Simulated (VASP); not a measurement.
A run of VASP 6.6.1:

INCAR

```
SYSTEM = ZnGaP
PREC = Accurate
ENCUT = 600
EDIFF = 1E-6
ISMEAR = -1
SIGMA = 0.05
LREAL = .FALSE.
LASPH = .FALSE.
NELM = 100
ALGO = Fast
ISIF = 3
LWAVE = .FALSE.
LCHARG = .FALSE.
GGA = PS
IBRION = 2
NSW = 60
EDIFFG = -0.01
AMIX = 0.2
BMIX = 1E-4
AMIX_MAG = 0.8
BMIX_MAG = 1E-4
```

The input KPOINTS:

```
Automatic mesh
0
G
  8 8 6
  0 0 0
```

POSCAR

```
ZnGaP
1.0
    4.0159400000      0.0000000000      0.0000000000
   -2.0079700000      3.4779100000      0.0000000000
    0.0000000000      0.0000000000      4.4042000000
Zn Ga P
1 1 1
Direct
    0.0000000000      0.0000000000      0.5000000000
    0.6666700000      0.3333300000      0.0000000000
    0.3333300000      0.6666700000      0.5000000000
```

Potentials or basis: VASP PAW PBE potentials, release 64 (Zn, Ga_d, P).

Launch:

```console
$ cat potpaw_PBE.64/Zn/POTCAR potpaw_PBE.64/Ga_d/POTCAR potpaw_PBE.64/P/POTCAR > POTCAR
$ mpirun -np 1 vasp_std > vasp.out
```

Hardware: 1 thread of Intel(R) Xeon(R) 6975P-C (Granite Rapids) (shared host).

Problem. How long does it take, and how much memory?

Solution. Run time: 3.5 min on 1 thread of Intel(R) Xeon(R) 6975P-C (Granite Rapids) (shared host), peak memory 0.3 GiB. Counts: scf iterations 80, k points 84, ion steps 9.
